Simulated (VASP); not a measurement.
# MnHg (Pm-3m) in VASP: reference runs

How does MnHg come out in PBE? The cell is run as given and disturbed.

Program: VASP 6.6.1. These are calculated values, not measurements. Logs are shortened: lines on timing, memory, paths and dates and some standing lists are left out, and cuts for length are marked.

**1. Starting point**

Symmetry: Pm-3m, No. 221, cubic system. The conventional cell has a = 3.315 Å, b = 3.315 Å, c = 3.315 Å, α = 90.00°, β = 90.00°, γ = 90.00°. Around Hg (site symmetry m-3m) lie 8 Mn at 2.87 Å. Mn (site symmetry m-3m) is surrounded by 8 Hg at 2.87 Å.

**2. Single point, PBE, collinear spin, ferromagnetic start**

The input, INCAR:

```
PREC = Accurate ; ENCUT = 520
EDIFF = 1E-7 ; ISMEAR = -1
SIGMA = 0.05 ; LREAL = F
LASPH = T ; NELM = 120
ALGO = Normal ; ISIF = 2
LWAVE = F ; LCHARG = T
ISPIN = 2 ; MAGMOM = 0 4
LORBIT = 11 ; LMAXMIX = 4
GGA = PE ; LELF = T
LVHAR = T ; NBANDS = 24
```

The input, KPOINTS:

```
regular mesh
0
Gamma
  8 8 8
```

The input, POSCAR:

```
MnHg
1.0
    3.3150000000      0.0000000000      0.0000000000
    0.0000000000      3.3150000000      0.0000000000
    0.0000000000      0.0000000000      3.3150000000
Hg Mn
1 1
Direct
    0.0000000000      0.0000000000      0.0000000000
    0.5000000000      0.5000000000      0.5000000000
```

Potentials or basis: VASP PAW PBE potentials, release 64 (Hg, Mn_pv).

Run with:

```console
$ cat potpaw_PBE.64/Hg/POTCAR potpaw_PBE.64/Mn_pv/POTCAR > POTCAR
$ mpirun -np 1 vasp_std > vasp.out
```

OUTCAR:

```text
PREC = Accurate
   ENCUT = 520
   EDIFF = 1E-7
   ISMEAR = -1
   LREAL = F
   LASPH = T
   NELM = 120
   ISIF = 2
   ISPIN = 2
   LORBIT = 11
   GGA = PE

 ion  position               nearest neighbor table
   1  0.000  0.000  0.000-   2 2.87   2 2.87   2 2.87   2 2.87   2 2.87   2 2.87   2 2.87   2 2.87

   2  0.500  0.500  0.500-   1 2.87   1 2.87   1 2.87   1 2.87   1 2.87   1 2.87   1 2.87   1 2.87

  LATTYP: Found a simple cubic cell.
 ALAT       =     3.3150000000

  Lattice vectors:

 A1 = (   3.3150000000,   0.0000000000,   0.0000000000)
 A2 = (   0.0000000000,   3.3150000000,   0.0000000000)
 A3 = (   0.0000000000,   0.0000000000,   3.3150000000)

Analysis of symmetry for initial positions (statically):
=====================================================================
 Subroutine PRICEL returns:
 Original cell was already a primitive cell.

 Routine SETGRP: Setting up the symmetry group for a
 simple cubic supercell.

 Subroutine GETGRP returns: Found 48 space group operations
 (whereof 48 operations were pure point group operations)
 out of a pool of 48 trial point group operations.

The static configuration has the point symmetry O_h .

Analysis of symmetry for dynamics (positions and initial velocities):
=====================================================================
 Subroutine PRICEL returns:
 Original cell was already a primitive cell.

 Routine SETGRP: Setting up the symmetry group for a
 simple cubic supercell.

 Subroutine GETGRP returns: Found 48 space group operations
 (whereof 48 operations were pure point group operations)
 out of a pool of 48 trial point group operations.

The dynamic configuration has the point symmetry O_h .

Analysis of structural, dynamic, and magnetic symmetry:
=====================================================================
 Subroutine PRICEL returns:
 Original cell was already a primitive cell.

 Routine SETGRP: Setting up the symmetry group for a
 simple cubic supercell.

 Subroutine GETGRP returns: Found 48 space group operations
 (whereof 48 operations were pure point group operations)
 out of a pool of 48 trial point group operations.

The overall configuration has the point symmetry O_h .

 Subroutine INISYM returns: Found 48 space group operations
 (whereof 48 operations are pure point group operations),
 and found     1 'primitive' translations

----------------------------------------------------------------------------------------

                                     Primitive cell

  volume of cell :      36.4293

  direct lattice vectors                    reciprocal lattice vectors
     3.315000000  0.000000000  0.000000000     0.301659125  0.000000000  0.000000000
     0.000000000  3.315000000  0.000000000     0.000000000  0.301659125  0.000000000
     0.000000000  0.000000000  3.315000000     0.000000000  0.000000000  0.301659125

  length of vectors
     3.315000000  3.315000000  3.315000000     0.301659125  0.301659125  0.301659125

  position of ions in fractional coordinates (direct lattice)
     0.000000000  0.000000000  0.000000000
     0.500000000  0.500000000  0.500000000

  ion indices of the primitive-cell ions
   primitive index   ion index
                 1           1
                 2           2

----------------------------------------------------------------------------------------

 KPOINTS: regular mesh

Automatic generation of k-mesh.
 Grid dimensions read from file:
 generate k-points for:    8    8    8

 Generating k-lattice:

  Cartesian coordinates                     Fractional coordinates (reciprocal lattice)
     0.037707391  0.000000000  0.000000000     0.125000000  0.000000000  0.000000000
     0.000000000  0.037707391  0.000000000     0.000000000  0.125000000  0.000000000
     0.000000000  0.000000000  0.037707391     0.000000000  0.000000000  0.125000000

  Length of vectors
     0.037707391  0.037707391  0.037707391

  Shift w.r.t. Gamma in fractional coordinates (k-lattice)
     0.000000000  0.000000000  0.000000000

 Subroutine IBZKPT returns following result:
 ===========================================

 Found     35 irreducible k-points:

 Following reciprocal coordinates:
            Coordinates               Weight
  0.000000  0.000000  0.000000      1.000000
  0.125000  0.000000  0.000000      6.000000
  0.250000  0.000000  0.000000      6.000000
  0.375000  0.000000  0.000000      6.000000
  0.500000  0.000000  0.000000      3.000000
  0.125000  0.125000  0.000000     12.000000
[... 16 lines left out ...]
  0.375000  0.375000  0.125000     24.000000
  0.500000  0.375000  0.125000     24.000000
 [... further k-points ...]
   k-points           NKPTS =     35   k-points in BZ     NKDIM =     35   number of bands    NBANDS=     24
   number of dos      NEDOS =    301   number of ions     NIONS =      2
   total plane-waves  NPLWV =  21952
   dimension x,y,z NGX =    28 NGY =   28 NGZ =   28
   dimension x,y,z NGXF=    56 NGYF=   56 NGZF=   56
   ions per type =               1   1
   NGX,Y,Z   is equivalent  to a cutoff of  14.04, 14.04, 14.04 a.u.
   NGXF,Y,Z  is equivalent  to a cutoff of  28.08, 28.08, 28.08 a.u.
 SYSTEM =  unknown system
   PREC   = accura    normal or accurate (medium, high low for compatibility)
   ISTART =      0    job   : 0-new  1-cont  2-samecut
   ICHARG =      2    charge: 1-file 2-atom 10-const
   ISPIN  =      2    spin polarized calculation?
   LNONCOLLINEAR =      F non collinear calculations
   LSORBIT =      F    spin-orbit coupling
   LASPH  =      T    aspherical Exc in radial PAW
   ENCUT  =  520.0 eV  38.22 Ry    6.18 a.u.   6.16  6.16  6.16*2*pi/ulx,y,z
   NELM   =    120;   NELMIN=  2; NELMDL= -5     # of ELM steps
   EDIFF  = 0.1E-06   stopping-criterion for ELM
   LREAL  =      F    real-space projection
   EDIFFG = 0.1E-05   stopping-criterion for IOM
   NSW    =      0    number of steps for IOM
   IBRION =     -1    ionic relax: 0-MD 1-quasi-New 2-CG
   NFREE  =      0    steps in history (QN), initial steepest desc. (CG)
   ISIF   =      2    stress and relaxation
   ISYM   =      2    0-nonsym 1-usesym 2-fastsym
   POTIM  = 0.5000    time-step for ionic-motion
   TEBEG  =    0.0;   TEEND  =   0.0 temperature during run
   PSTRESS=    0.0 pullay stress
   NELECT =      25.0000    total number of electrons
   NUPDOWN=      -1.0000    fix difference up-down
   EMIN   =  10.00;   EMAX   =-10.00  energy-range for DOS
   EFERMI =   0.00;   METHOD = LEGACY
   ISMEAR =    -1;   SIGMA  =   0.05  broadening in eV -4-tet -1-fermi 0-gaus
   EFERMI_NEDOS =   21; number of points for ismear=-14 and -15
   IALGO  =     38    algorithm
   IMIX   =      4    mixing-type and parameters
     AMIX     =   0.40;   BMIX     =  1.00
     AMIX_MAG =   1.60;   BMIX_MAG =  1.00
  volume/ion in A,a.u.               =      18.21       122.92
  Fermi-wavevector in a.u.,A,eV,Ry     =   1.444014  2.728790 28.370534  2.085175
  Thomas-Fermi vector in A             =   2.562356
   LORBIT       =     11    0 simple, 1 ext, 2 COOP (PROOUT), +10 PAW based schemes
   GGA     = PE    functional components
   LHFCALC =     F    Hartree Fock is set to
   AEXX    =    0.0000 exact exchange contribution
   IVDW    =     0    specifies the selected vdW correction
   LEPSILON=     F    determine dielectric tensor
   LRPA    =     F    only Hartree local field effects (RPA)
 spin polarized calculation
  energy-cutoff  :      520.00
  volume of cell :       36.43
 maximum number of plane-waves:       992
 NGX is ok and might be reduce to    28
   NGX = 13   NGY = 13   NGZ = 13

 number of electron      25.0000011 magnetization       3.9095540

 Free energy of the ion-electron system (eV)
  ---------------------------------------------------
  ext. energy  EPLUGINS =         0.00000000
  ---------------------------------------------------
  free energy    TOTEN  =        -8.49762925 eV

  energy without entropy =       -8.48535156  energy(sigma->0) =       -8.49149040

 E-fermi :   5.5124     XC(G=0): -11.6830

 val. band max:        5.5098555712   @ k =   0.5000   0.0000   0.0000
 cond. band min:       5.5252564044   @ k =   0.5000   0.2500   0.1250
 fundamental gap:      0.0154008332
 Fermi energy:         5.5123713403

 spin component 1

 k-point     1 :       0.0000    0.0000    0.0000
  band No.  band energies     occupation
      1     -44.6467      1.00000
      2     -44.6467      1.00000
      3     -44.6467      1.00000
      4      -4.1185      1.00000
      5      -2.7306      1.00000
      6      -2.7306      1.00000
[... 16 lines left out ...]
     23      22.5724      0.00000
     24      26.3199      0.00000

 k-point     2 :       0.1250    0.0000    0.0000
  band No.  band energies     occupation
      1     -44.6492      1.00000
      2     -44.6466      1.00000
      3     -44.6466      1.00000
      4      -3.8781      1.00000
      5      -2.6899      1.00000
      6      -2.6144      1.00000
[... 586 lines left out ...]
 k-point    24 :       0.5000    0.3750    0.1250
  band No.  band energies     occupation
      1     -44.6614      1.00000
      2     -44.6589      1.00000
      3     -44.6469      1.00000
      4      -2.8019      1.00000
      5      -2.3172      1.00000
      6      -2.1240      1.00000
[... 16 lines left out ...]
     23      23.3985      0.00000
     24      25.8919      0.00000

 [... further k-points ...]

 spin component 2

 k-point     1 :       0.0000    0.0000    0.0000
  band No.  band energies     occupation
      1     -40.5962      1.00000
      2     -40.5962      1.00000
      3     -40.5962      1.00000
      4      -3.9050      1.00000
      5      -2.7139      1.00000
      6      -2.7139      1.00000
[... 16 lines left out ...]
     23      22.5916      0.00000
     24      27.2869      0.00000

 k-point     2 :       0.1250    0.0000    0.0000
  band No.  band energies     occupation
      1     -40.5993      1.00000
      2     -40.5961      1.00000
      3     -40.5961      1.00000
      4      -3.6697      1.00000
      5      -2.6829      1.00000
      6      -2.5953      1.00000
[... 586 lines left out ...]
 k-point    24 :       0.5000    0.3750    0.1250
  band No.  band energies     occupation
      1     -40.6144      1.00000
      2     -40.6112      1.00000
      3     -40.5963      1.00000
      4      -2.6927      1.00000
      5      -2.2978      1.00000
      6      -2.0515      1.00000
[... 16 lines left out ...]
     23      23.9168      0.00000
     24      26.5488      0.00000

 [... further k-points ...]
[... 5 lines left out ...]
  --------------------------------------------------------------------------------------
  -------------------------------------------------------------------------------------
  Total        0.2242705      0.2242705      0.2242705      0.0000000      0.0000000      0.0000000
  in kB        9.8635265      9.8635265      9.8635265      0.0000000      0.0000000      0.0000000
  external PRESSURE =       9.8635265 kB  Pullay stress =       0.0000000 kB

 VOLUME and BASIS-vectors are now :
 -----------------------------------------------------------------------------
  energy-cutoff  :      520.00
  volume of cell :       36.43
      direct lattice vectors                 reciprocal lattice vectors
     3.315000000  0.000000000  0.000000000     0.301659125  0.000000000  0.000000000
     0.000000000  3.315000000  0.000000000     0.000000000  0.301659125  0.000000000
     0.000000000  0.000000000  3.315000000     0.000000000  0.000000000  0.301659125

 POSITION                                       TOTAL-FORCE (eV/Angst)
 -----------------------------------------------------------------------------------
      0.00000      0.00000      0.00000         0.000000      0.000000      0.000000
      1.65750      1.65750      1.65750         0.000000      0.000000      0.000000
 -----------------------------------------------------------------------------------
    total drift:                                0.000000      0.000000      0.000000

  FREE ENERGIE OF THE ION-ELECTRON SYSTEM (eV)
  ---------------------------------------------------
  free  energy   TOTEN  =        -8.4976292468 eV

  energy  without entropy=       -8.4853515631  energy(sigma->0) =       -8.49149040

 total charge

# of ion       s       p       d       tot
------------------------------------------
    1        0.816   0.519   9.256  10.590
    2        0.252   6.173   4.976  11.402
--------------------------------------------------
tot          1.068   6.692  14.232  21.992

 magnetization (x)

# of ion       s       p       d       tot
------------------------------------------
    1       -0.044  -0.061   0.046  -0.058
    2        0.029   0.015   3.783   3.827
--------------------------------------------------
tot         -0.015  -0.046   3.830   3.769
```

Run time: 68 s. Hardware: 1 thread of Intel Xeon Platinum 8488C (Sapphire Rapids), shared host; peak memory 0.2 GiB.

Results:

```
Free energy                                           : -8.4976 eV
Pressure                                              : 1.0 GPa
Band gap on the k mesh                                : none (metal or under the smearing width)
Net moment                                            : 3.91 μB per cell
Site moments                                          : Hg -0.06; Mn +3.83 μB
Valence electrons inside the program's atomic spheres : Hg 10.59; Mn 11.40
```

Spin-orbit coupling is left out, which matters for the levels of Hg.

**3. Single point, PBE, collinear spin, ferromagnetic start (atoms moved at random, drawn with an rms of 0.05 Å)**

The input, INCAR:

```
PREC = Accurate ; ENCUT = 520
EDIFF = 1E-7 ; ISMEAR = -1
SIGMA = 0.05 ; LREAL = False
LASPH = True ; NELM = 150
ALGO = Normal ; ISIF = 2
LWAVE = False ; LCHARG = False
ISPIN = 2 ; MAGMOM = 0 4
LORBIT = 11 ; LMAXMIX = 4
GGA = PE ; NBANDS = 24
```

KPOINTS is that of step 2.

The input, POSCAR:

```
MnHg
1.0
    3.3150000000      0.0000000000      0.0000000000
    0.0000000000      3.3150000000      0.0000000000
    0.0000000000      0.0000000000      3.3150000000
Hg Mn
1 1
Direct
    0.0078770000      0.0153290000      0.0072630000
    0.5025610000      0.4851360000      0.4961190000
```

Potentials or basis: VASP PAW PBE potentials, release 64 (Hg, Mn_pv).

Run with:

```console
$ cat potpaw_PBE.64/Hg/POTCAR potpaw_PBE.64/Mn_pv/POTCAR > POTCAR
$ mpirun -np 1 vasp_std > vasp.out
```

Run time: 7.3 min. Hardware: 1 thread of Intel Xeon Platinum 8488C (Sapphire Rapids), shared host; peak memory 0.44 GiB.

The run converged. Its results:

* Free energy: -8.4787 eV
* Pressure: 1.4 GPa
* Largest force: 0.353 eV/Å
* Band gap on the k mesh: none (metal or under the smearing width)
* Net moment: 3.91 μB per cell
* Site moments: Hg -0.06; Mn +3.83 μB
* Valence electrons inside the program's atomic spheres: Hg 10.59; Mn 11.41

Forces in eV/Å, atoms in the order of the input:
```
Hg  -0.059 -0.325 -0.125
Mn   0.059  0.325  0.125
```

Stress tensor (GPa, compression positive):
```
1.49 0.11 0.04
0.11 1.15 0.23
0.04 0.23 1.46
```

Levels at points of the mesh, in eV from the Fermi level:
Spin up:
```csv
k point,band 11,band 12,band 13,band 14,band 15,band 16,band 17,band 18,band 19,band 20
"(0.00, 0.00, 0.00)",-2.93,-2.07,-2.06,-2.05,4.91,4.91,4.95,8.57,11.13,11.16
"(0.50, 0.00, 0.00)",-3.28,-2.74,-2.73,-2.26,-1.58,9.90,10.05,10.73,10.82,11.10
"(0.00, 0.50, 0.00)",-3.28,-2.75,-2.75,-2.26,-1.57,9.97,9.99,10.57,11.16,11.22
"(0.00, 0.00, 0.50)",-3.28,-2.74,-2.73,-2.26,-1.58,9.89,10.06,10.71,10.83,11.17
"(0.50, 0.50, 0.00)",-2.08,-2.08,-2.03,-1.66,-1.63,0.65,2.88,11.81,11.82,12.04
"(0.00, 0.50, 0.50)",-2.08,-2.07,-2.03,-1.66,-1.63,0.65,2.87,11.81,11.83,12.03
"(0.50, 0.00, 0.50)",-2.10,-2.10,-2.03,-1.64,-1.64,0.65,2.89,11.85,11.85,12.05
"(0.50, 0.50, 0.50)",-3.71,-2.01,-2.01,0.48,3.96,4.00,4.14,4.41,4.90,4.98
```
Spin down:
| k point | band 8 | band 9 | band 10 | band 11 | band 12 | band 13 | band 14 | band 15 |
| --- | --- | --- | --- | --- | --- | --- | --- | --- |
| (0.00, 0.00, 0.00) | -7.05 | -7.05 | 0.32 | 0.35 | 1.47 | 1.47 | 1.48 | 5.27 |
| (0.50, 0.00, 0.00) | -6.96 | -4.99 | -4.43 | 0.01 | 0.43 | 0.45 | 1.31 | 2.05 |
| (0.00, 0.50, 0.00) | -6.97 | -5.00 | -4.41 | 0.01 | 0.43 | 0.44 | 1.30 | 2.06 |
| (0.00, 0.00, 0.50) | -6.96 | -4.99 | -4.43 | 0.01 | 0.43 | 0.45 | 1.30 | 2.05 |
| (0.50, 0.50, 0.00) | -6.51 | -3.49 | -1.42 | -1.41 | 0.53 | 1.30 | 1.31 | 1.90 |
| (0.00, 0.50, 0.50) | -6.51 | -3.49 | -1.42 | -1.41 | 0.53 | 1.30 | 1.31 | 1.90 |
| (0.50, 0.00, 0.50) | -6.51 | -3.51 | -1.41 | -1.41 | 0.50 | 1.29 | 1.30 | 1.90 |
| (0.50, 0.50, 0.50) | -6.48 | -1.61 | -1.56 | -1.56 | 0.37 | 1.94 | 1.94 | 5.19 |

Spin-orbit coupling is left out, which matters for the levels of Hg.
